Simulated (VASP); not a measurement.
Consider the following.

```yaml
crystal:
  lattice:
    - [0.00000, 1.98967, 1.98967]
    - [1.98967, 0.00000, 1.98967]
    - [1.98967, 1.98967, 0.00000]
  atoms:
    - { symbol: Li, position: [0.01885, 0.01885, 0.98115] }
    - { symbol: F, position: [0.50000, 0.50000, 0.50000] }
```

Computed with r2SCAN meta-GGA, VASP's PBE PAW potentials (set 64) (plane waves; VASP). Run with 600 eV cut-off, 10×10×10 Γ-centred mesh, Gaussian smearing of 0.050 eV, potentials Li_sv F.

### Question
Give the force on each atom (eV/Å).

### Answer

```tsv
atom	Fx	Fy	Fz
Li1	0.000	0.000	-0.165
F2	0.000	0.000	0.165
```

### Question
Give the stress tensor in GPa (positive for a compressed cell).

### Answer

```
-0.39   0.00   0.00
 0.00  -0.39   0.00
 0.00   0.00   0.79
```
The pressure is its mean diagonal, 0.00 GPa.

The compound is LiF in the rock salt structure. This cell was strained or had an atom moved on purpose.
